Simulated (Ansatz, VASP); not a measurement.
# Sc: VASP beside Ansatz

Wanted: the spread between two codes on one cell, functional and k mesh.

Program: Ansatz 0.2.0. Level of theory: plane waves, with VASP 6.6.1 beside it; band structure at r2SCAN. Results are calculated unless marked as measured.

### 1. The structure

The structure is hexagonal, space group P6_3/mmc (No. 194). Conventional cell: a = 3.309 Å, b = 3.309 Å, c = 5.273 Å, α = 90.00°, β = 90.00°, γ = 120.00°. Sc has 12 Sc at 3.26 to 3.31 Å nearest.

### 2. Ansatz: band structure, r2SCAN

Ansatz runs on its default PAW (the set named soft_2) files.

A single point gives forces, pressure and levels at one fixed geometry, so differences don't come from the geometry; what else differs is listed under the comparison.

File input.yaml:

```yaml
crystal:
  lattice:
    - [3.309, 0.0, 0.0]
    - [-1.6545, 2.8656780611, 0.0]
    - [0.0, 0.0, 5.2733]
  atoms:
    - { symbol: Sc, position: [0.3333333333, 0.6666666667, 0.25] }
    - { symbol: Sc, position: [0.6666666667, 0.3333333333, 0.75] }
hamiltonian:
  xc: r2scan
  pseudopotentials: { kind: paw }
kpoints:
  mp_grid: { grid: [13, 13, 8] }
  band_path:
    path:
      - [0.0, 0.0, 0.0]
      - [0.13333, 0.0, 0.0]
      - [0.3, 0.0, 0.0]
      - [0.46667, 0.0, 0.0]
      - [0.46667, 0.06667, 0.0]
      - [0.41111, 0.17778, 0.0]
      - [0.35556, 0.28889, 0.0]
      - [0.28889, 0.28889, 0.0]
      - [0.17778, 0.17778, 0.0]
      - [0.06667, 0.06667, 0.0]
      - [0.0, 0.0, 0.03333]
      - [0.0, 0.0, 0.2]
      - [0.0, 0.0, 0.36667]
      - [0.0, 0.0, 0.5]
      - [0.16667, 0.0, 0.5]
      - [0.3, 0.0, 0.5]
      - [0.46667, 0.0, 0.5]
      - [0.46667, 0.06667, 0.5]
      - [0.41111, 0.17778, 0.5]
      - [0.35556, 0.28889, 0.5]
      - [0.28889, 0.28889, 0.5]
      - [0.17778, 0.17778, 0.5]
      - [0.06667, 0.06667, 0.5]
      - [0.5, 0.0, 0.46667]
      - [0.5, 0.0, 0.3]
      - [0.5, 0.0, 0.13333]
      - [0.33333, 0.33333, 0.0]
      - [0.33333, 0.33333, 0.16667]
      - [0.33333, 0.33333, 0.33333]
      - [0.33333, 0.33333, 0.5]
    npoints: 1
scf:
  occupations: { method: fermi_dirac, width: 0.05 }
  n_extra_bands: 7
output:
  forces: true
  stress: true
  eigenvalues: true
  write_density: true
  write_potential: true
  elf: true
  volumetric_format: npy
```

Command:

```console
$ ansatz run input.yaml --threads 2 --pin off --max-ram 4608MiB --backend cpu --events-out ev --progress --plain --runs-dir out
```

Numbers of over 12 decimals in the logs are rounded to 6 here.

What it wrote:

```text
scf.n_extra_bands = 7 over 11 filled bands (N_el = 22.0): the run solves 18 bands
Engine: ansatz 0.2.0, aarch64-unknown-linux-gnu
Pseudopotentials: kind: paw
Pseudopotential: Sc, paw, valence charge 11, recommended cutoff 500 eV (meta_gga), Sc.paw.azcp
Functional definition: r2SCAN
  parameter k0 = 0.174
  parameter k1 = 0.065
  parameter a1 = 4.9479
  exchange = r2scan_x(k0 = k0, k1 = k1, a1 = a1)
  correlation = r2scan_c
Crystal: 2 atoms, lattice volume = 50.004 Å³
Basis set: ecut = 500 eV, 1255 PW (Γ), exchange–correlation on 100×100×160 points (64 copies of the dense FFT grid, shifted against one another)
Bands: 18, of which v1, the nominal top of the filled ones, is band 11 counted from 1 (10 counted from 0)
Symmetry: 24 space group operations
Space group: P63/mmc (ITA 194), of the structure as read, at distance tolerance 3.7e-5 Å
k-points: 105 of 1352
Non-local potential: Sc, projectors of the file, l = 0: 3, l = 1: 2, l = 2: 3, l = 3: 1
PAW form: soft (Blöchl's): semilocal exchange-correlation on the pseudo side does not see the compensation charge
PAW frozen core: Sc, regenerated for the run's functional (the file was generated under x = pbe(κ = 0.804, μ = 0.219515), c = pbe(β = 0.066725))
PAW one-centre angular grid: Sc, 590 points (default); XC on 160 Gauss nodes
Initial density: superposition of atomic densities (neutral atoms: chi_scale 0, normalization atom), corrected by the library's trained network
Initial wavefunctions: pseudopotential atomic-orbital guess
Functional: x = r2scan, c = r2scan; τ floored in thin density (d = 2e-4 eV/Å³)
SCF iter   1: F=—  HF=-4281.129880 eV  |F-HF|=—  |Δ(HF+E_count)|=         —  Δρ=1.11e-2  dr2=6.35e-2  dr2_τ=4.88e-3  ethr=1.77e-3  ⟨swp⟩=4.2  Hψ=8389  notcnv=0  defer=9
preconditioner: auto → none  [metal: Δε(μ)=0.015 eV  Ē_g=3.718 eV  σ=0.050 eV  W_gap=0.07  n_scr=8 (ndim 8)  ℏωp=12.9 eV  f_vac=0.000  D(μ)=4.13/eV (n_scr^D=42)  sad-step TF]
SCF iter   2: F=—  HF=-4281.157161 eV  |F-HF|=—  |Δ(HF+E_count)|=   2.73e-2  Δρ=4.94e-3  dr2=1.44e-2  dr2_τ=4.06e-4  ethr=2.89e-4  ⟨swp⟩=3.0  Hψ=4267  notcnv=0  defer=96
SCF iter   3: F=—  HF=-4281.154320 eV  |F-HF|=—  |Δ(HF+E_count)|=   2.84e-3  Δρ=7.38e-4  dr2=1.49e-4  dr2_τ=4.76e-5  ethr=6.56e-5  ⟨swp⟩=2.9  Hψ=3520  notcnv=0  defer=96
SCF iter   4: F=—  HF=-4281.154501 eV  |F-HF|=—  |Δ(HF+E_count)|=   1.81e-4  Δρ=1.77e-4  dr2=8.31e-6  dr2_τ=7.40e-7  ethr=6.79e-7  ⟨swp⟩=2.4  Hψ=2942  notcnv=0  defer=96
SCF iter   5: F=—  HF=-4281.154511 eV  |F-HF|=—  |Δ(HF+E_count)|=   9.77e-6  Δρ=2.23e-5  dr2=1.03e-7  dr2_τ=1.61e-8  ethr=3.78e-8  ⟨swp⟩=3.0  Hψ=2867  notcnv=0  defer=96
SCF iter   6: F=-4281.154511 eV  HF=-4281.154511 eV  |F-HF|=3.03e-9  |Δ(HF+E_count)|=   1.72e-7  Δρ=2.92e-6  dr2=4.18e-9  dr2_τ=2.64e-10  ethr=4.55e-10  ⟨swp⟩=9.4  Hψ=8986  notcnv=0
SCF 1 converged in 6 iterations: F = -4281.154511 eV  dr2 = 4.18e-9
  greatest PAW one-centre occupation: 0.998 electrons in one spin orbital (limit 2), on the Sc atom at site 1 (counted from 0), in its partial waves of l = 0
NSCF: frozen V_eff on 30 k-points
SCF converged after 6 iterations
Free energy (F): -4281.154511 eV
Harris-Foulkes:  -4281.154511 eV  (|F-HF|=3.03e-9)
Internal energy: -4281.120297 eV  (E = F + TS)
E sigma→0 (E₀):  -4281.137404 eV
Entropy (-TS):   -0.034214 eV (-17.107 meV/atom)
Fermi energy:    9.122580 eV
--- Per-component energies (eV) ---
  E_band       = -363.948767
  E_kinetic    = 519.662322
  E_local      = -1690.217912  (includes V_loc(G=0)·N_el)
  E_nonlocal   = 163.503010
  E_hartree    = 574.535494
  E_xc         = -199.581597
  E_vxc        = -282.065241  (∫ρ·V_xc dr)
  E_paw        = -1927.756941  (= ΣΔE_a)
  E_vpaw       = -242.508170  (= ΣTr[D̂ρ^β])
  E_aug_tail   = 0.000010  (compensation charges beyond the density's cutoff)
  E_vtau       = 18.603171  (kinetic-family band-sum trace: ∫τ·v_τ [+ j·A + Jᵃ·Aᵃ] dr)
  E_ewald      = -1720.787699
  E_core_change = -0.476984  (= ΣΔE_core)
  E_smearing   = -0.034214  (= −TS)
  E_closure    = -0.000000  (closes the sum)
  Σ components = -4281.154511   (vs F -4281.154511, Δ=0.00e0)
--- Forces (eV/Å), atoms counted from 1 ---
  atom   1  Sc    -0.00000000    -0.00000000     0.00000000
  atom   2  Sc     0.00000000     0.00000000     0.00000000
  max |Σ_I F_I| component: 0.00e0 eV/Å
--- Stress (GPa, compression-positive) ---
        0.430758       0.000000       0.000000
        0.000000       0.430758       0.000000
        0.000000       0.000000      -1.094651
  P = ⅓ Tr σ = -0.0777 GPa (-0.777 kbar)
--- Band table (eV; the first three rows and the last of 105) ---
  k-point 0: bands = [... 7 lower, -19.8849, 3.6581, 7.4156, 9.3740, 10.9251, 10.9251, 11.0549, 11.3629, ... 3 higher]
  k-point 1: bands = [... 7 lower, -19.9005, 3.7641, 7.2090, 9.4125, 10.8827, 10.8827, 10.9815, 11.3034, ... 3 higher]
  k-point 2: bands = [... 7 lower, -19.9067, 4.0756, 6.6628, 9.5531, 10.7743, 10.8202, 10.8202, 11.1596, ... 3 higher]
  k-point 104: bands = [... 7 lower, -19.9555, 8.5452, 8.5452, 9.1694, 9.1694, 9.3980, 9.3980, 11.6812, ... 3 higher]
```

Elapsed: 13 s, on 2 threads of Arm Neoverse N1, shared host; peak memory 0.49 GiB; 25 s of CPU time.

### 3. VASP: band structure, r2SCAN

The same cell, functional, mesh and smearing now go to VASP, with its own data sets and cutoff.

Lines of VASP's logs that name or quote its potential files are left out, and so is its time.

File INCAR:

```
SYSTEM = Sc
PREC = Accurate
ENCUT = 400
EDIFF = 1E-06
NELM = 100
ISMEAR = -1
SIGMA = 0.05
LREAL = .FALSE.
ALGO = Normal
METAGGA = R2SCAN
LASPH = .TRUE.
NBANDS = 23
LORBIT = 11
LWAVE = .FALSE.
LCHARG = .FALSE.
KPAR = 2
```

File POSCAR:

```
Sc
1.0
    3.3090000000      0.0000000000      0.0000000000
   -1.6545000000      2.8656780611      0.0000000000
    0.0000000000      0.0000000000      5.2733000000
Sc
2
Direct
    0.3333333333      0.6666666667      0.2500000000
    0.6666666667      0.3333333333      0.7500000000
```

File KPOINTS:

```
Automatic mesh
0
Gamma
13 13 8
0 0 0
```

File KPOINTS_OPT:

```
Line mode
16
Line-mode
Reciprocal
  0.00000000   0.00000000   0.00000000 GAMMA
  0.50000000   0.00000000   0.00000000 M

  0.50000000   0.00000000   0.00000000 M
  0.33333333   0.33333333   0.00000000 K

  0.33333333   0.33333333   0.00000000 K
  0.00000000   0.00000000   0.00000000 GAMMA

  0.00000000   0.00000000   0.00000000 GAMMA
  0.00000000   0.00000000   0.50000000 A

  0.00000000   0.00000000   0.50000000 A
  0.50000000   0.00000000   0.50000000 L

  0.50000000   0.00000000   0.50000000 L
  0.33333333   0.33333333   0.50000000 H

  0.33333333   0.33333333   0.50000000 H
  0.00000000   0.00000000   0.50000000 A

  0.50000000   0.00000000   0.50000000 L
  0.50000000   0.00000000   0.00000000 M

  0.33333333   0.33333333   0.00000000 K
  0.33333333   0.33333333   0.50000000 H
```

PAW data sets: Sc_sv (PBE family, release 64).

Command:

```console
$ mpirun -np 2 vasp_std
```

What it wrote:

```text
[banner, memory and clock lines left out]
running    2 mpi-ranks, on    1 nodes
 distrk:  each k-point on    1 cores,    2 groups
 distr:  one band on    1 cores,    1 groups

 POSCAR found type information on POSCAR Sc
 POSCAR found :  1 types and       2 ions
|                                                                             |
|               ----> ADVICE to this user running VASP <----                  |
|                                                                             |
|     You enforced a specific xc type in the INCAR file but a different       |
|     [... a line on the potential file left out ...]
|     I HOPE YOU KNOW WHAT YOU ARE DOING!                                     |
|                                                                             |

 LDA part: xc-table for (None), standard interpolation
 POSCAR, INCAR and KPOINTS ok, starting setup
 FFT: planning ... GRIDC
 FFT: planning ... GRID_SOFT
 FFT: planning ... GRID
 WAVECAR not read
 entering main loop
       N       E                     dE             d eps       ncg     rms          rms(c)
DAV:   1     0.255376881260E+03    0.25538E+03   -0.97832E+03  4886   0.853E+02
DAV:   2    -0.191944746373E+02   -0.27457E+03   -0.26958E+03  4942   0.388E+02
DAV:   3    -0.288374855149E+02   -0.96430E+01   -0.94373E+01  7377   0.904E+01
DAV:   4    -0.289649446258E+02   -0.12746E+00   -0.12726E+00  6888   0.949E+00
DAV:   5    -0.289662151229E+02   -0.12705E-02   -0.12705E-02  6995   0.102E+00    0.968E+00
DAV:   6    -0.227833345400E+02    0.61829E+01   -0.52787E+00  6408   0.261E+01    0.208E+00
DAV:   7    -0.227138782506E+02    0.69456E-01   -0.37857E-01  7070   0.583E+00    0.111E+00
DAV:   8    -0.227200137883E+02   -0.61355E-02   -0.28755E-02  6575   0.150E+00    0.356E-01
DAV:   9    -0.227215958958E+02   -0.15821E-02   -0.49745E-03  6526   0.760E-01    0.407E-02
DAV:  10    -0.227216245321E+02   -0.28636E-04   -0.33264E-04  6418   0.189E-01    0.409E-02
DAV:  11    -0.227216257520E+02   -0.12199E-05   -0.66297E-05  6622   0.917E-02    0.721E-03
DAV:  12    -0.227216306137E+02   -0.48617E-05   -0.42394E-06  5864   0.218E-02    0.117E-03
DAV:  13    -0.227216306766E+02   -0.62971E-07   -0.25502E-07  2898   0.504E-03
   1 F= -.22721631E+02 E0= -.22704579E+02  d E =-.341039E-01
 Start KPOINTS_OPT (optional k-point list driver)
k-point batch [1-105\144]
       N       E                     dE             ncg
DAV:   1    -0.207365509039E+05   -0.72749E+05     4862
DAV:   2    -0.499018665017E+05   -0.29165E+05     4846
DAV:   3    -0.508383015623E+05   -0.93644E+03     6297
DAV:   4    -0.508563445503E+05   -0.18043E+02     6710
DAV:   5    -0.508565667188E+05   -0.22217E+00     6705
DAV:   6    -0.508565696150E+05   -0.28962E-02     6744
DAV:   7    -0.508565696823E+05   -0.67316E-04     6460
DAV:   8    -0.508565696838E+05   -0.14639E-05     3998
DAV:   9    -0.508565696841E+05   -0.30197E-06     3577
k-point batch [106-144\144]
       N       E                     dE             ncg
DAV:   1     0.220248641703E+05   -0.34554E+05     1802
DAV:   2     0.109842364363E+05   -0.11041E+05     1802
DAV:   3     0.106367779029E+05   -0.34746E+03     2421
DAV:   4     0.106298736980E+05   -0.69042E+01     2551
DAV:   5     0.106298174571E+05   -0.56241E-01     2549
DAV:   6     0.106298165838E+05   -0.87332E-03     2569
DAV:   7     0.106298165630E+05   -0.20787E-04     2372
DAV:   8     0.106298165626E+05   -0.43228E-06     1461
```

Parts of OUTCAR (step 3):

```text
ion  position               nearest neighbor table
   1  0.333  0.667  0.250-   2 3.26   2 3.26   2 3.26   2 3.26   2 3.26   2 3.26
   2  0.667  0.333  0.750-   1 3.26   1 3.26   1 3.26   1 3.26   1 3.26   1 3.26

  LATTYP: Found a hexagonal cell.
 ALAT       =     3.3090000000
 C/A-ratio  =     1.5936234512

 Subroutine GETGRP returns: Found 24 space group operations
 (whereof 12 operations were pure point group operations)

The static configuration has the point symmetry D_3d.
 The point group associated with its full space group is D_6h.

 Found    105 irreducible k-points:

   k-points           NKPTS =    105   k-points in BZ     NKDIM =    105   number of bands    NBANDS=     23

   dimension x,y,z NGX =    24 NGY =   24 NGZ =   36
   dimension x,y,z NGXF=    48 NGYF=   48 NGZF=   72

   ENCUT  =  400.0 eV  29.40 Ry    5.42 a.u.   5.40  5.40  8.60*2*pi/ulx,y,z

   NELECT =      22.0000    total number of electrons

 k-points in reciprocal lattice and weights: Automatic mesh
   0.00000000  0.00000000  0.00000000       0.001
   0.07692308  0.00000000  0.00000000       0.004
   0.15384615  0.00000000  0.00000000       0.004
   0.23076923  0.00000000  0.00000000       0.004
   0.30769231  0.00000000  0.00000000       0.004
   0.38461538 -0.00000000  0.00000000       0.004
   0.46153846  0.00000000  0.00000000       0.004
   0.07692308  0.07692308  0.00000000       0.004
   0.15384615  0.07692308  0.00000000       0.009
[...]
0.38461538  0.23076923  0.50000000       0.004
   0.30769231  0.30769231  0.50000000       0.004

 average (electrostatic) potential at core
       1 -51.5898       2 -51.5898

 E-fermi :   3.6405

 k-point     1 :       0.0000    0.0000    0.0000
  band No.  band energies     occupation
    ...
      6     -25.3647      2.00000
      7     -25.3647      2.00000
      8     -25.3522      2.00000
      9      -1.8386      2.00000
     10       1.9221      2.00000
     11       3.8967      0.01184
     12       5.4478      0.00000
     13       5.4479      0.00000
     14       5.5775      0.00000
     15       5.8878      0.00000
    ...

 k-point     2 :       0.0769    0.0000    0.0000
  band No.  band energies     occupation
    ...
      6     -25.3812      2.00000
      7     -25.3669      2.00000
      8     -25.3553      2.00000
      9      -1.7029      2.00000
     10       2.0369      2.00000
     11       3.8128      0.06176
     12       5.1878      0.00000
     13       5.5449      0.00000
     14       5.7472      0.00000
     15       5.8139      0.00000
    ...

 k-point     3 :       0.1538    0.0000    0.0000
  band No.  band energies     occupation
    ...
      7     -25.3732      2.00000
      8     -25.3648      2.00000
      9      -1.3062      2.00000
     10       2.3511      2.00000
     11       3.6095      1.30055
     12       4.7711      0.00000
     13       5.5529      0.00000
     14       5.8279      0.00000
     15       5.9067      0.00000
     16       5.9945      0.00000
    ...

  Total        0.1656096      0.1656096     -0.3163662      0.0000000      0.0000000     -0.0000000
  in kB        5.3062718      5.3062718    -10.1366413      0.0000000      0.0000000     -0.0000000
  external PRESSURE =       0.1586341 kB  Pullay stress =       0.0000000 kB

  energy-cutoff  :      400.00
  volume of cell :       50.00
      direct lattice vectors                 reciprocal lattice vectors
     3.309000000  0.000000000  0.000000000     0.302206105  0.174478776  0.000000000
    -1.654500000  2.865678061  0.000000000     0.000000000  0.348957552  0.000000000
     0.000000000  0.000000000  5.273300000     0.000000000  0.000000000  0.189634574

 POSITION                                       TOTAL-FORCE (eV/Angst)
 -----------------------------------------------------------------------------------
     -0.00000      1.91045      1.31832        -0.000000     -0.000000      0.000000
      1.65450      0.95523      3.95498         0.000000      0.000000      0.000000
 -----------------------------------------------------------------------------------
    total drift:                               -0.000000      0.000000     -0.000000

  FREE ENERGIE OF THE ION-ELECTRON SYSTEM (eV)
  ---------------------------------------------------
  free  energy   TOTEN  =       -22.7216306766 eV

  energy  without entropy=      -22.6875267556  energy(sigma->0) =      -22.70457872

 total charge
# of ion       s       p       d       tot
------------------------------------------
    1        2.260   6.114   0.949   9.323
    2        2.260   6.114   0.949   9.323
--------------------------------------------------
tot          4.520  12.227   1.899  18.646

[... 3 further parts left out ...]
```

The run ends at a pressure of 0.02 GPa.

### 4. Side by side

Known differences besides the potentials themselves: VASP keeps PBE cores, Ansatz makes them for the functional; the cutoff is 500 eV in Ansatz and 400 eV in VASP. Total energies have different zeros and are not compared.

The two programs side by side:

| quantity | Ansatz | VASP | difference |
| --- | --- | --- | --- |
| pressure (GPa) | -0.08 | 0.02 | -0.09 |
| pressure without Ansatz's Pulay correction (GPa) | -0.17 | 0.02 | -0.19 |

Levels from 3 eV below to 2 eV above the Fermi level differ by 4 meV r.m.s. and 12 meV at most; each VASP level is matched to the nearest of Ansatz, which flatters the figure a little. Ansatz's pressure holds a Pulay correction of 0.09 GPa; VASP's holds none.

### 5. Further runs

Further runs change the set-up of one program: Ansatz's method, potentials or start, or VASP's data sets, cutoff or form of LDA. The table gives Ansatz less VASP for each quantity, since a change that brings one quantity closer may part another.

| run | pressure (GPa) |
| --- | --- |
| as above | -0.094 |
| Ansatz's all-electron LAPW method | -0.100 |

### 6. Results

- r.m.s. difference of levels near the Fermi level (band structure, r2SCAN): 4.4 meV

In words: The r.m.s. difference of levels near the Fermi level is 4.4 meV (band structure, r2SCAN), within the 80 meV picked in this series as the mark of a large difference. For band structure, r2SCAN, no further run moves any of the tabulated differences by more than a quarter of its size. How closely two codes agree says nothing of how well the functional describes the real material.

[Lines on the potential files, build, host, timing and source positions are cut from VASP's logs without a mark.]

[Logs are printed without paths, hosts, clocks, repeated set-up lines and the standing remarks that a program may print on its own settings, such as how far it seeks lower states.]

[Hosts, paths, dates, database ids (printed as entryN), source tags and the programs' standing remarks are cut or masked in the printed files.]
